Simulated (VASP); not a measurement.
Data:

```
Ta
1.0
   -1.61888     1.61888     1.61888
    1.61888    -1.61888     1.61888
    1.61888     1.61888    -1.61888
Ta
1
Direct
  0.00000   0.00000   0.00000
```

Computed with r2SCAN meta-GGA, VASP's PBE PAW potentials (set 64) (plane waves; VASP). Run with 520 eV cut-off, 15×15×15 Γ-centred mesh, first-order Methfessel-Paxton smearing of 0.10 eV, potentials Ta_pv.

Question: Give the stress tensor in GPa (positive for a compressed cell).

Answer: 
```
14.34   0.00   0.00
 0.00  14.34   0.00
 0.00   0.00  14.34
```
The pressure is its mean diagonal, 14.34 GPa.

The compound is Ta in the bcc structure. This cell is one point of a volume scan, at 0.94 of the reference volume.
